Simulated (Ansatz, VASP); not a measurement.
# Sm2SeO2: VASP beside Ansatz

Wanted: the spread between two codes on one cell, functional and k mesh.

Program: Ansatz 0.2.0. Level of theory: plane waves, with VASP 6.6.1 beside it; single point at PBEsol and single point at PBEsol, DFT+U. Results are calculated unless marked as measured.

In doubt: warnings of the run leave room for a lower electronic state, so energies may not be the lowest and differences between runs may mislead; a part-filled 4f shell, where there is one, can sit in one of many states, so energies may not be the lowest and differences between runs may mislead; derivatives with an open 4f shell can jump between states, which bears on forces and vibrations.

### 1. Starting point

Symmetry: P-3m1, No. 164, trigonal system. The conventional cell has a = 3.916 Å, b = 3.916 Å, c = 6.912 Å, α = 90.00°, β = 90.00°, γ = 120.00°. Sm has 4 O at 2.28 to 2.34 Å and 3 Se at 3.02 Å nearest. Nearest to Se lie 6 Sm at 3.02 Å. O has 4 Sm at 2.28 to 2.34 Å nearest. Farther neighbours and most contacts between anions are not listed.

As a file:

```cif
data_structure
_symmetry_space_group_name_H-M 'P 1'
_symmetry_Int_Tables_number 1
_cell_length_a 3.9160
_cell_length_b 3.9160
_cell_length_c 6.9120
_cell_angle_alpha 90.000
_cell_angle_beta 90.000
_cell_angle_gamma 120.000
_cell_volume 91.80
loop_
_atom_site_label
_atom_site_type_symbol
_atom_site_fract_x
_atom_site_fract_y
_atom_site_fract_z
_atom_site_occupancy
Sm1 Sm 0.66667 0.33333 0.71000 1
Sm2 Sm 0.33333 0.66667 0.29000 1
Se3 Se 0.00000 0.00000 0.00000 1
O4 O 0.66667 0.33333 0.38000 1
O5 O 0.33333 0.66667 0.62000 1
```

### 2. VASP: single point, PBEsol

A single point gives forces, pressure and levels at one fixed geometry, so differences don't come from the geometry; what else differs is listed under the comparison.

Lines of VASP's logs that name or quote its potential files are left out, and so is its time.

File INCAR:

```
SYSTEM = Sm2SeO2
PREC = Accurate
ENCUT = 480
EDIFF = 1E-06
NELM = 150
ISMEAR = 0
SIGMA = 0.05
LREAL = .FALSE.
ALGO = Normal
GGA = PS
NBANDS = 36
ISPIN = 2
MAGMOM = 5 -5 0 0 0
LASPH = .TRUE.
LMAXMIX = 6
AMIX = 0.2
BMIX = 1E-04
AMIX_MAG = 0.8
BMIX_MAG = 1E-04
LORBIT = 11
LWAVE = .FALSE.
LCHARG = .FALSE.
KPAR = 2
NEDOS = 1200
```

File POSCAR:

```
Sm2SeO2
1.0
    3.9160000000      0.0000000000      0.0000000000
   -1.9580000000      3.3913554812      0.0000000000
    0.0000000000      0.0000000000      6.9120000000
Sm Se O
2 1 2
Direct
    0.6666666667      0.3333333333      0.7100000000
    0.3333333333      0.6666666667      0.2900000000
    0.0000000000      0.0000000000      0.0000000000
    0.6666666667      0.3333333333      0.3800000000
    0.3333333333      0.6666666667      0.6200000000
```

File KPOINTS:

```
Automatic mesh
0
Gamma
5 5 3
0 0 0
```

The projector-augmented-wave data sets are Sm, Se and O (PBE family, release 64).

On the command line:

```sh
$ mpirun -np 2 vasp_std
```

Numbers of over 12 decimals in the logs are rounded to 6 here.

Log:

```text
[banner, memory and clock lines left out]
running    2 mpi-ranks, on    1 nodes
 distrk:  each k-point on    1 cores,    2 groups
 distr:  one band on    1 cores,    1 groups

 POSCAR found type information on POSCAR SmSeO
 POSCAR found :  3 types and       5 ions
|                                                                             |
|               ----> ADVICE to this user running VASP <----                  |
|                                                                             |
|     You enforced a specific xc type in the INCAR file but a different       |
|     [... a line on the potential file left out ...]
|     I HOPE YOU KNOW WHAT YOU ARE DOING!                                     |
|                                                                             |

 LDA part: xc-table for (Slater+PW92), standard interpolation
 POSCAR, INCAR and KPOINTS ok, starting setup
 FFT: planning ... GRIDC
 FFT: planning ... GRID_SOFT
 FFT: planning ... GRID
 WAVECAR not read
 entering main loop
       N       E                     dE             d eps       ncg     rms          rms(c)
DAV:   1     0.439019988819E+03    0.43902E+03   -0.17593E+04  2452   0.541E+03
DAV:   2     0.858549635147E+02   -0.35317E+03   -0.31047E+03  2472   0.514E+02
DAV:   3    -0.330152459985E+02   -0.11887E+03   -0.10996E+03  2892   0.279E+02
DAV:   4    -0.469956902993E+02   -0.13980E+02   -0.13719E+02  3068   0.940E+01
DAV:   5    -0.492236161355E+02   -0.22279E+01   -0.21659E+01  3368   0.329E+01    0.549E+01
DAV:   6    -0.471312129146E+02    0.20924E+01   -0.23185E+01  3080   0.911E+01    0.104E+02
DAV:   7    -0.476902808177E+02   -0.55907E+00   -0.53350E+00  3040   0.106E+01    0.669E+01
DAV:   8    -0.472782728507E+02    0.41201E+00   -0.38400E+00  2976   0.369E+01    0.463E+01
DAV:   9    -0.498855971537E+02   -0.26073E+01   -0.28823E+00  2952   0.627E+01    0.611E+01
DAV:  10    -0.474852992402E+02    0.24003E+01   -0.15202E+01  2604   0.139E+02    0.211E+01
DAV:  11    -0.477515948097E+02   -0.26630E+00   -0.14882E+00  3360   0.807E+00    0.126E+01
DAV:  12    -0.475142387949E+02    0.23736E+00   -0.39616E-01  3352   0.157E+01    0.112E+01
DAV:  13    -0.473208082853E+02    0.19343E+00   -0.24758E-01  3432   0.111E+01    0.117E+01
DAV:  14    -0.472577062170E+02    0.63102E-01   -0.14016E-01  3456   0.656E+00    0.105E+01
[...]
DAV:  43    -0.472870332787E+02    0.13924E-03   -0.24710E-04  3312   0.191E-01    0.239E+00
DAV:  44    -0.472870008718E+02    0.32407E-04   -0.10589E-04  3264   0.128E-01    0.142E+00
DAV:  45    -0.472870002057E+02    0.66608E-06   -0.42251E-05  2880   0.540E-02    0.120E+00
DAV:  46    -0.472869918233E+02    0.83823E-05   -0.11406E-05  2128   0.625E-02    0.101E+00
DAV:  47    -0.472869807957E+02    0.11028E-04   -0.38288E-05  3232   0.767E-02    0.546E-01
DAV:  48    -0.472869776096E+02    0.31861E-05   -0.18336E-05  3096   0.450E-02    0.279E-01
DAV:  49    -0.472869742711E+02    0.33386E-05   -0.72635E-06  2352   0.293E-02    0.130E-01
DAV:  50    -0.472869738328E+02    0.43829E-06   -0.24433E-06  1600   0.366E-02
   1 F= -.47286974E+02 E0= -.47274330E+02  d E =-.252884E-01  mag=     0.0000
```

OUTCAR, selected parts (step 2):

```text
ion  position               nearest neighbor table
   1  0.667  0.333  0.710-   4 2.28   5 2.34   5 2.34   5 2.34   3 3.02   3 3.02   3 3.02
   2  0.333  0.667  0.290-   5 2.28   4 2.34   4 2.34   4 2.34   3 3.02   3 3.02   3 3.02
   3  0.000  0.000  0.000-   1 3.02   2 3.02   2 3.02   1 3.02   1 3.02   2 3.02
   4  0.667  0.333  0.380-   1 2.28   2 2.34   2 2.34   2 2.34
   5  0.333  0.667  0.620-   2 2.28   1 2.34   1 2.34   1 2.34

  LATTYP: Found a hexagonal cell.
 ALAT       =     3.9160000000
 C/A-ratio  =     1.7650663943

 Subroutine GETGRP returns: Found 12 space group operations
 (whereof 12 operations were pure point group operations)

The static configuration has the point symmetry D_3d.

 Found     12 irreducible k-points:

   k-points           NKPTS =     12   k-points in BZ     NKDIM =     12   number of bands    NBANDS=     36

   dimension x,y,z NGX =    28 NGY =   28 NGZ =   50
   dimension x,y,z NGXF=    56 NGYF=   56 NGZF=  100

   ENCUT  =  480.0 eV  35.28 Ry    5.94 a.u.   7.00  7.00 12.35*2*pi/ulx,y,z

   NELECT =      50.0000    total number of electrons

 k-points in reciprocal lattice and weights: Automatic mesh
   0.00000000  0.00000000  0.00000000       0.013
   0.20000000  0.00000000  0.00000000       0.080
   0.40000000  0.00000000  0.00000000       0.080
   0.20000000  0.20000000  0.00000000       0.080
   0.40000000  0.20000000  0.00000000       0.080
   0.00000000  0.00000000  0.33333333       0.027
   0.20000000  0.00000000  0.33333333       0.080
   0.00000000  0.20000000  0.33333333       0.080
   0.40000000  0.00000000  0.33333333       0.080
   0.00000000  0.40000000  0.33333333       0.080
   0.20000000  0.20000000  0.33333333       0.160
   0.40000000  0.20000000  0.33333333       0.160

 average (electrostatic) potential at core
       1 -41.1515       2 -41.1515       3 -53.9688       4 -71.3368       5 -71.3368

 E-fermi :   3.0276

 spin component 1
 k-point     1 :       0.0000    0.0000    0.0000
  band No.  band energies     occupation
    ...
     19       2.2468      1.00000
     20       2.2468      1.00000
     21       2.5883      1.00000
     22       2.5883      1.00000
     23       2.6131      1.00000
     24       3.0518      0.24688
     25       3.1415      0.00064
     26       3.2543      0.00000
     27       3.2543      0.00000
     28       5.4898      0.00000
    ...

 k-point     2 :       0.2000    0.0000    0.0000
  band No.  band energies     occupation
    ...
     20       2.0733      1.00000
     21       2.5707      1.00000
     22       2.5865      1.00000
     23       2.6545      1.00000
     24       2.9067      0.99968
     25       3.0889      0.04142
     26       3.0960      0.02645
     27       3.2037      0.00000
     28       5.7701      0.00000
     29       5.9924      0.00000
    ...

 k-point     3 :       0.4000    0.0000    0.0000
  band No.  band energies     occupation
    ...
     21       2.5958      1.00000
     22       2.6256      1.00000
     23       2.7035      1.00000
     24       2.8480      1.00000
     25       2.9661      0.95902
     26       3.0333      0.43544
     27       3.2098      0.00000
     28       5.7263      0.00000
     29       6.0371      0.00000
     30       6.3777      0.00000
    ...

 k-point     4 :       0.2000    0.2000    0.0000
  band No.  band energies     occupation
    ...
     21       2.5776      1.00000
     22       2.6122      1.00000
     23       2.6770      1.00000
     24       2.8568      1.00000
     25       2.9319      0.99659
     26       3.0590      0.18699
     27       3.2110      0.00000
     28       5.8368      0.00000
     29       6.0062      0.00000
     30       6.4289      0.00000
    ...

 k-point     5 :       0.4000    0.2000    0.0000
  band No.  band energies     occupation
    ...
     22       2.6379      1.00000
     23       2.7004      1.00000
     24       2.8486      1.00000
     25       2.8732      0.99999
     26       3.0136      0.65377
     27       3.2254      0.00000
     28       5.6911      0.00000
     29       5.9993      0.00000
     30       6.3076      0.00000
     31       6.4782      0.00000
    ...

 k-point     6 :       0.0000    0.0000    0.3333
  band No.  band energies     occupation
    ...
     19       2.2367      1.00000
     20       2.2367      1.00000
     21       2.6132      1.00000
     22       2.6267      1.00000
     23       2.6267      1.00000
     24       3.0299      0.47375
     25       3.0996      0.02081
     26       3.2951      0.00000
     27       3.2951      0.00000
     28       5.6991      0.00000
    ...

  Total       -1.3239355     -1.3239355     -0.2930297      0.0000000      0.0000000      0.0000000
  in kB      -23.1077519    -23.1077519     -5.1144916      0.0000000      0.0000000      0.0000000
  external PRESSURE =     -17.1099985 kB  Pullay stress =       0.0000000 kB

  energy-cutoff  :      480.00
  volume of cell :       91.80
      direct lattice vectors                 reciprocal lattice vectors
     3.916000000  0.000000000  0.000000000     0.255362615  0.147433674  0.000000000
    -1.958000000  3.391355481  0.000000000     0.000000000  0.294867349  0.000000000
     0.000000000  0.000000000  6.912000000     0.000000000  0.000000000  0.144675926

 POSITION                                       TOTAL-FORCE (eV/Angst)
 -----------------------------------------------------------------------------------
      1.95800      1.13045      4.90752         0.000000      0.000000     -0.180624
     -0.00000      2.26090      2.00448        -0.000000      0.000000      0.180624
      0.00000      0.00000      0.00000        -0.000000      0.000000      0.000000
      1.95800      1.13045      2.62656        -0.000000      0.000000     -0.417714
     -0.00000      2.26090      4.28544         0.000000     -0.000000      0.417714
 -----------------------------------------------------------------------------------
    total drift:                                0.000000     -0.000000      0.000000

  FREE ENERGIE OF THE ION-ELECTRON SYSTEM (eV)
  ---------------------------------------------------
  free  energy   TOTEN  =       -47.2869738328 eV

  energy  without entropy=      -47.2616854493  energy(sigma->0) =      -47.27432964

 total charge
# of ion       s       p       d       f       tot
--------------------------------------------------
    1        2.025   5.657   0.536   5.262  13.480
    2        2.025   5.657   0.536   5.262  13.480
    3        1.444   2.445   0.012   0.000   3.902
    4        1.567   3.427   0.000   0.000   4.993
    5        1.567   3.427   0.000   0.000   4.993
--------------------------------------------------
tot          8.627  20.613   1.085  10.524  40.849

 magnetization (x)
# of ion       s       p       d       f       tot
--------------------------------------------------
    1       -0.013  -0.077   0.057   5.089   5.056
    2        0.013   0.077  -0.057  -5.089  -5.056
    3        0.000   0.000   0.000   0.000   0.000
    4        0.002   0.047   0.000   0.000   0.049
    5       -0.002  -0.047   0.000   0.000  -0.049
--------------------------------------------------
tot          0.000   0.000   0.000   0.000   0.000

[... 1 further part left out ...]
```

The k-mesh is coarse for a metal. Without U or exact exchange the f electrons of Sm come out too delocalised, which can shrink the cell and pin f bands at the Fermi level. Oxides and halides of Sm are often magnetic insulators, and a metal at this level, without U or exact exchange, may be an artefact.

(Continued in part 2 of 3.)

[Lines on the potential files, build, host, timing and source positions are cut from VASP's logs without a mark.]

[Logs are printed without paths, hosts, clocks, repeated set-up lines and the standing remarks that a program may print on its own settings, such as how far it seeks lower states.]

[Hosts, paths, dates, database ids (printed as entryN), source tags and the programs' standing remarks are cut or masked in the printed files.]
